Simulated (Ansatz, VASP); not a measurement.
# Cross-check of Ru (Ruthenium) between VASP and Ansatz, part 2 of 2

Wanted: the spread between two codes on one cell, functional and k mesh. The cell is taken from a series of runs on this material, whose earlier steps may have relaxed, scaled, displaced or heated it; both programs get it as it stands.

VASP 6.6.1 and Ansatz 0.2.0.

So far: The starting structure; VASP: zone-centre phonons, PBEsol.

## Step 3: Ansatz: zone-centre phonons, PBEsol

Level of this step: Ansatz beside VASP: Kohn-Sham DFT, plane waves, PBEsol (Ansatz).

Ansatz runs on its PAW soft_1 files.

The same cell, functional, mesh and smearing now go to Ansatz, which takes its cutoff from its data sets.

The input, input.yaml:

```yaml
crystal:
  lattice:
    - [2.6097841877, 0.0, 0.0]
    - [-1.3048920938, 2.260139405, 0.0]
    - [0.0, 0.0, 4.3207229832]
  atoms:
    - { symbol: Ru, position: [0.3333333333, 0.6666666667, 0.25] }
    - { symbol: Ru, position: [0.6666666667, 0.3333333333, 0.75] }
kpoints:
  mp_grid: { grid: [18, 18, 12] }
hamiltonian:
  xc: pbesol
  pseudopotentials: { kind: paw, azcp: { folder: soft_1 }, xc_functional: pbe }
scf:
  occupations: { method: methfessel_paxton, width: 0.2 }
output:
  eigenvalues: true
phonons:
  method: dfpt
```

The run is started by

```
> ansatz run input.yaml --threads 4 --pin off --max-ram 10240MiB --backend cpu --events-out ev --progress --plain --runs-dir out
```

Numbers of over 12 decimals in the logs are rounded to 6 here.

The log of the run:

```text
zone centre: on kpoints.mp_grid the ground state, and the responses unless they are solved on pairs of k-points, stand on 637 of the mesh's 3888 k-points, reduced under 4 symmetry operations, with k and −k counted as one. Each operation leaves every solved displacement unchanged or reverses it
Engine: ansatz 0.2.0, x86_64-unknown-linux-gnu
Pseudopotentials: kind: paw
Pseudopotential: Ru, paw, valence charge 16, recommended cutoff 420 eV (normal), soft_1/Ru.paw.azcp
Functional definition: PBEsol
  exchange = pbesol_x
  correlation = pbesol_c
Crystal: 2 atoms, lattice volume = 25.486 Å³
Basis set: ecut = 420 eV, 525 PW (Γ), exchange–correlation on 36×36×60 points (8 copies of the dense FFT grid, shifted against one another)
Bands: 20, of which v1, the nominal top of the filled ones, is band 16 counted from 1 (15 counted from 0)
Symmetry: 24 space group operations
k-points: 637 of 3888 (irreducible under 4 space group operations, time reversal used)
Non-local potential: Ru, projectors of the file, l = 0: 3, l = 1: 2, l = 2: 2, l = 3: 1
PAW form: soft (Blöchl's): semilocal exchange-correlation on the pseudo side does not see the compensation charge
PAW frozen core: Ru, regenerated for the run's functional, and the local potential with it (the file was generated under x = pbe(κ = 0.804, μ = 0.219515), c = pbe(β = 0.066725))
PAW one-centre angular grid: Ru, 590 points (default); XC on 64 Gauss nodes
Initial density: superposition of atomic densities (chi_scale 0.1, normalization cell)
Initial wavefunctions: pseudopotential atomic-orbital guess
Functional: x = pbesol(κ = 0.804, μ = 0.123457), c = pbesol(β = 0.046)
SCF iter   1: F=—  HF=-11634.349206 eV  |F-HF|=—  |Δ(HF+E_count)|=         —  Δρ=1.31e-1  dr2=4.01e0  ethr=3.10e-3  ⟨swp⟩=5.0  Hψ=112253  notcnv=0  defer=73
automatic band count: the SCF goes on with 24 bands, as 20 were too few: they end inside the smearing window of the response
preconditioner: auto → none  [metal: Δε(μ)=0.004 eV  Ē_g=12.205 eV  σ=0.200 eV  W_gap=0.02  n_scr=8 (ndim 8)  ℏωp=29.4 eV  f_vac=0.000  D(μ)=1.47/eV (n_scr^D=22)  sad-step TF]
SCF iter   2: F=—  HF=-11633.407678 eV  |F-HF|=—  |Δ(HF+E_count)|=   9.42e-1  S|Δr|=    0.00e0  Δρ=7.41e-2  dr2=1.28e0  ethr=3.10e-3  ⟨swp⟩=2.8  Hψ=29547  notcnv=0  defer=1757
SCF iter   3: F=—  HF=-11632.974053 eV  |F-HF|=—  |Δ(HF+E_count)|=   4.34e-1  S|Δr|=    0.00e0  Δρ=4.14e-3  dr2=2.06e-3  ethr=3.10e-3  ⟨swp⟩=2.1  Hψ=22174  notcnv=0  defer=1757
SCF iter   4: F=—  HF=-11632.974658 eV  |F-HF|=—  |Δ(HF+E_count)|=   6.05e-4  S|Δr|=    0.00e0  Δρ=3.66e-4  dr2=1.17e-5  ethr=6.42e-6  ⟨swp⟩=2.6  Hψ=30505  notcnv=0  defer=1626
SCF iter   5: F=—  HF=-11632.974663 eV  |F-HF|=—  |Δ(HF+E_count)|=   5.13e-6  S|Δr|=    0.00e0  Δρ=1.03e-4  dr2=1.93e-6  ethr=3.66e-8  ⟨swp⟩=2.6  Hψ=21322  notcnv=0  defer=1626
SCF iter   6: F=—  HF=-11632.974662 eV  |F-HF|=—  |Δ(HF+E_count)|=   1.16e-6  S|Δr|=    0.00e0  Δρ=2.31e-5  dr2=7.41e-8  ethr=6.04e-9  ⟨swp⟩=2.0  Hψ=21180  notcnv=0  defer=1626
SCF iter   7: F=—  HF=-11632.974662 eV  |F-HF|=—  |Δ(HF+E_count)|=   3.23e-8  S|Δr|=    0.00e0  Δρ=2.65e-6  dr2=1.21e-9  ethr=2.31e-10  ⟨swp⟩=2.6  Hψ=24198  notcnv=0  defer=1626
SCF iter   8: F=-11632.974662 eV  HF=-11632.974662 eV  |F-HF|=1.82e-12  |Δ(HF+E_count)|=  1.27e-10  S|Δr|=    0.00e0  Δρ=1.85e-7  dr2=6.56e-12  ethr=1.00e-12  ⟨swp⟩=9.0  Hψ=88811  notcnv=0
SCF 1 converged in 8 iterations: F = -11632.974662 eV  dr2 = 6.56e-12
  greatest PAW one-centre occupation: 1.000 electrons in one spin orbital (limit 2), on the Ru atom at site 1 (counted from 0), in its partial waves of l = 0
DFPT response loops at Γ: preconditioner auto → Kerker (q_TF=auto, 2.834 Å⁻¹) (partly filled bands, converged f_vac=0.000); β = 1.00, the filter's whole step (`scf.mixing.beta` (0.50) is not read by the response loops under this deck's `scf.mixing.preconditioner`; to damp them name `kerker` or `kerker_dos`, under which they read `scf.mixing.beta`, and type it under 1.00, their step now; both keys bind the ground state too); Broyden in place of MSR1
SCF converged after 8 iterations
Stability not checked: this state was not tested for a lower state beside it, because cold or Methfessel-Paxton smearing, or corrected tetrahedra, fill the levels in a way that the test cannot read (fill_not_monotonic; see scf.lower_state_search)
Free energy (F): -11632.974662 eV
Harris-Foulkes:  -11632.974662 eV  (|F-HF|=1.82e-12)
Internal energy: -11632.975094 eV  (E = F + TS)
E sigma→0 (E₀):  -11632.974770 eV
Entropy (-TS):   0.000432 eV (0.216 meV/atom)
Fermi energy:    25.048704 eV
--- Per-component energies (eV) ---
  E_band       = -62.614724
  E_kinetic    = 926.065952
  E_local      = -2407.300470  (includes V_loc(G=0)·N_el)
  E_nonlocal   = 828.962225
  E_hartree    = 797.801928
  E_xc         = -340.499136
  E_vxc        = -432.106250  (∫ρ·V_xc dr)
  E_paw        = -6880.421115  (= ΣΔE_a)
  E_vpaw       = -573.841397  (= ΣTr[D̂ρ^β])
  E_aug_tail   = 0.001207  (compensation charges beyond the density's cutoff)
  E_ewald      = -4558.092279
  E_core_change = 0.506593  (= ΣΔE_core)
  E_smearing   = 0.000432  (= −TS)
  E_closure    = 0.000000  (closes the sum)
  Σ components = -11632.974662   (vs F -11632.974662, Δ=0.00e0)
--- Band table (eV; the first three rows and the last of 637) ---
  k-point 0: bands = [... 12 lower, 22.2193, 22.8669, 22.8669, 23.9017, 23.9017, 25.8315, 26.3821, 26.3821, ... 4 higher]
  k-point 1: bands = [... 12 lower, 22.1900, 22.8290, 22.8290, 23.9895, 23.9895, 25.5790, 26.3788, 26.3788, ... 4 higher]
  k-point 2: bands = [... 12 lower, 22.1258, 22.7248, 22.7248, 24.2254, 24.2254, 24.9230, 26.3582, 26.3582, ... 4 higher]
  k-point 636: bands = [... 12 lower, 22.1788, 22.1788, 23.6013, 23.6013, 26.9076, 26.9076, 30.6293, 30.6293, ... 4 higher]
--- Phonons (Γ-DFPT): 2 representative perturbations + reference, on 637 of 3888 k-points (Σ response iterations 6) ---
  k mesh reduced under 4 symmetry operations, with k and −k counted as one. Each operation leaves every solved displacement unchanged or reverses it
  ASR residual: 1.730e-4 → 0.000e0 eV/Å²; symmetrization residual: 7.792e-10 eV/Å²
  ASR residual per site (eV/Å²): 1.73e-4 1.73e-4
  Γ frequencies (cm⁻¹): 0.00 0.00 0.00 206.94 206.94 265.34
  non-analytic LO–TO correction: not included (Born effective charges unavailable; polar crystals: no LO–TO splitting at Γ)
```

## Step 4: Side by side

Known differences besides the potentials themselves: the data sets hold 32 valence electrons in Ansatz (on its PAW soft_1 files) and 28 in VASP; the cutoff is 420 eV in Ansatz and 500 eV in VASP; Ansatz makes its cores anew for this functional, VASP keeps those of its PBE data sets. Total energies have different zeros and are not compared.

The two programs side by side:

```tsv
quantity	Ansatz	VASP	difference
optical mode 1 to 2 (cm⁻¹)	206.9	206.9	+0.02 %
optical mode 3 (cm⁻¹)	265.3	266.0	-0.27 %
```

Modes are paired by rising frequency, not by their patterns, so a pair may set unlike modes beside each other; they are those without the splitting of longitudinal modes.

## Step 5: What came out

```
r.m.s. difference of the optical zone-centre modes, each program's sorted by frequency (zone-centre phonons, PBEsol) : 0.41 cm⁻¹
```

**Reading.** The r.m.s. difference of the optical zone-centre modes, each program's sorted by frequency is 0.41 cm⁻¹ (zone-centre phonons, PBEsol). The data sets hold unlike numbers of valence electrons (32 in Ansatz and 28 in VASP), so part of the differences comes from the potentials. Such differences can come from data sets, numerical settings and the points named under the comparisons, not from the functional's error against experiment.

[Lines on the potential files, build, host, timing and source positions are cut from VASP's logs without a mark.]

[Logs are printed without paths, hosts, clocks, repeated set-up lines and the standing remarks that a program may print on its own settings, such as how far it seeks lower states.]

[Hosts, paths, dates, database ids (printed as entryN), source tags and the programs' standing remarks are cut or masked in the printed files.]
